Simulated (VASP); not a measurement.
Calculation: r2SCAN+rVV10, VASP's PBE PAW potentials (set 64) (plane waves; VASP 6.6.1).

VASP input:

**KPOINTS**
```
Automatic mesh
0
Gamma
12 12 12
0 0 0
```

### POSCAR
```
CoGa
1
    2.8360772123     0.0000000000     0.0000000000
    0.0000000000     2.8360772123     0.0000000000
   -0.0000000000     0.0000000000     2.8360772123
Ga Co
1 1
Direct
  0.5000000000   0.5000000000   0.5000000000
  0.0000000000   0.0000000000   0.0000000000
```

INCAR:
```
ALGO  =  Normal
BPARAM  =  11.95
CPARAM  =  0.0093
EDIFF  =  1E-6
EDIFFG  =  -0.01
ENCUT  =  520
IBRION  =  2
ISIF  =  3
ISMEAR  =  1
LASPH  =  .TRUE.
LCHARG  =  .FALSE.
LMAXMIX  =  4
LMIXTAU  =  .TRUE.
LREAL  =  .FALSE.
LUSE_VDW  =  .TRUE.
LWAVE  =  .FALSE.
METAGGA  =  R2SCAN
NELM  =  100
NSW  =  60
PREC  =  Accurate
SIGMA  =  0.1
SYSTEM  =  CoGa
```

POTCAR, in this order: Ga_d Co (PBE.64 set). Program: vasp_std.

Output

OUTCAR:
```
 ion  position               nearest neighbor table
   1  0.500  0.500  0.500-   2 2.46   2 2.46   2 2.46   2 2.46   2 2.46   2 2.46   2 2.46   2 2.46
  LATTYP: Found a simple cubic cell.
 ALAT       =     2.8360772123
 Subroutine PRICEL returns:
 Original cell was already a primitive cell.
 Subroutine GETGRP returns: Found 48 space group operations
The static configuration has the point symmetry O_h .
The dynamic configuration has the point symmetry O_h .
 Subroutine INISYM returns: Found 48 space group operations
 Subroutine IBZKPT returns following result:
 Found     84 irreducible k-points:

 Following reciprocal coordinates:
            Coordinates               Weight
  0.000000  0.000000  0.000000      1.000000
  0.083333  0.000000  0.000000      6.000000
  0.166667  0.000000  0.000000      6.000000
  0.250000  0.000000  0.000000      6.000000
  0.333333  0.000000  0.000000      6.000000
  0.416667  0.000000  0.000000      6.000000
  0.500000  0.000000  0.000000      3.000000
  0.083333  0.083333  0.000000     12.000000
  0.166667  0.083333  0.000000     24.000000
  0.250000  0.083333  0.000000     24.000000
  0.333333  0.083333  0.000000     24.000000
  0.416667  0.083333  0.000000     24.000000
  0.500000  0.083333  0.000000     12.000000
  0.166667  0.166667  0.000000     12.000000
  0.250000  0.166667  0.000000     24.000000
  0.333333  0.166667  0.000000     24.000000
  0.416667  0.166667  0.000000     24.000000
  0.500000  0.166667  0.000000     12.000000
  0.250000  0.250000  0.000000     12.000000
  0.333333  0.250000  0.000000     24.000000
  0.416667  0.250000  0.000000     24.000000
  0.500000  0.250000  0.000000     12.000000
  0.333333  0.333333  0.000000     12.000000
  0.416667  0.333333  0.000000     24.000000
  0.500000  0.333333  0.000000     12.000000
...
```

OSZICAR:
```
       N       E                     dE             d eps       ncg     rms          rms(c)
DAV:   1     0.872098639804E+02    0.87210E+02   -0.11168E+04  2656   0.271E+03
DAV:   2    -0.225440767151E+02   -0.10975E+03   -0.10722E+03  2597   0.373E+02
DAV:   3    -0.280640539895E+02   -0.55200E+01   -0.55036E+01  2919   0.886E+01
DAV:   4    -0.281564362387E+02   -0.92382E-01   -0.92361E-01  3408   0.106E+01
DAV:   5    -0.281590803658E+02   -0.26441E-02   -0.26441E-02  3155   0.151E+00    0.115E+01
DAV:   6    -0.275855633730E+02    0.57352E+00   -0.37398E+01  2748   0.881E+01    0.147E+01
DAV:   7    -0.244431553586E+02    0.31424E+01   -0.12870E+01  2604   0.559E+01    0.127E+00
DAV:   8    -0.245339015739E+02   -0.90746E-01   -0.62454E-01  3320   0.920E+00    0.187E+00
DAV:   9    -0.244939342824E+02    0.39967E-01   -0.27185E-01  2772   0.784E+00    0.438E-01
DAV:  10    -0.244951388979E+02   -0.12046E-02   -0.76057E-03  2769   0.107E+00    0.383E-01
DAV:  11    -0.244936975519E+02    0.14413E-02   -0.56926E-03  3389   0.954E-01    0.925E-02
DAV:  12    -0.244945809375E+02   -0.88339E-03   -0.10549E-03  2670   0.406E-01    0.329E-02
DAV:  13    -0.244946359143E+02   -0.54977E-04   -0.82975E-05  2897   0.909E-02    0.143E-02
DAV:  14    -0.244946324048E+02    0.35095E-05   -0.38244E-05  2915   0.898E-02    0.644E-03
DAV:  15    -0.244946363479E+02   -0.39431E-05   -0.50904E-06  2757   0.362E-02    0.154E-03
DAV:  16    -0.244946367300E+02   -0.38212E-06   -0.23105E-07  1463   0.536E-03
   1 F= -.24494637E+02 E0= -.24494979E+02  d E =-.244946E+02
```

OUTCAR:
```
------------------------ aborting loop because EDIFF is reached ----------------------------------------
  FORCE on cell =-STRESS in cart. coord.  units (eV):
  Direction    XX          YY          ZZ          XY          YZ          ZX
  --------------------------------------------------------------------------------------
  Total        0.0079719      0.0079719      0.0079719      0.0000000      0.0000000      0.0000000
  in kB        0.5599073      0.5599073      0.5599073      0.0000000      0.0000000      0.0000000
  external PRESSURE =       0.5599073 kB  Pullay stress =       0.0000000 kB
  volume of cell :       22.81
      direct lattice vectors                 reciprocal lattice vectors
     2.836077212  0.000000000  0.000000000     0.352599709  0.000000000  0.000000000
     0.000000000  2.836077212  0.000000000     0.000000000  0.352599709  0.000000000
     0.000000000  0.000000000  2.836077212     0.000000000  0.000000000  0.352599709
 POSITION                                       TOTAL-FORCE (eV/Angst)
 -----------------------------------------------------------------------------------
      1.41804      1.41804      1.41804         0.000000      0.000000      0.000000
      0.00000      0.00000      0.00000         0.000000      0.000000      0.000000
 -----------------------------------------------------------------------------------
    total drift:                                0.000000      0.000000     -0.000000
  FREE ENERGIE OF THE ION-ELECTRON SYSTEM (eV)
  ---------------------------------------------------
  free  energy   TOTEN  =       -24.4946367300 eV

  energy  without entropy=      -24.4956636564  energy(sigma->0) =      -24.49497904

 reached required accuracy - stopping structural energy minimisation
```
(Selected blocks of OUTCAR.)

The compound is CoGa in the CsCl type structure. It was relaxed first. The start is the result of an earlier pass. The run is not spin-polarised, so no magnetic state was tried.
